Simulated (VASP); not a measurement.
Input:

```
KF
1.0
    0.00000     2.65895     2.55259
    2.65895     0.00000     2.55259
    2.65895     2.65895     0.00000
K F
1 1
Direct
  0.00000   0.00000   0.00000
  0.50000   0.50000   0.50000
```

Level of theory: r2SCAN meta-GGA, VASP's PBE PAW potentials (set 64) (plane waves; VASP). Numerical set-up: 600 eV cut-off, 8×8×8 Γ-centred mesh, Gaussian smearing of 0.050 eV, potentials K_sv F.

### Question
Predict the energy per atom (σ→0), pressure, band gap (on the k-mesh) with the smallest direct gap where there is one.

### Answer

| Item | Result |
|---|---|
| band gap (on the k-mesh) | 7.07 eV |
| smallest direct gap (on the k-mesh) | 7.07 eV |
| energy per atom (σ→0) | -721.5 kJ/mol-atom |
| pressure | 1.77 GPa |

The absolute energy has meaning only against runs of the same code, potentials and settings.

The compound is KF in the rock salt structure. This cell was strained or had an atom moved on purpose.
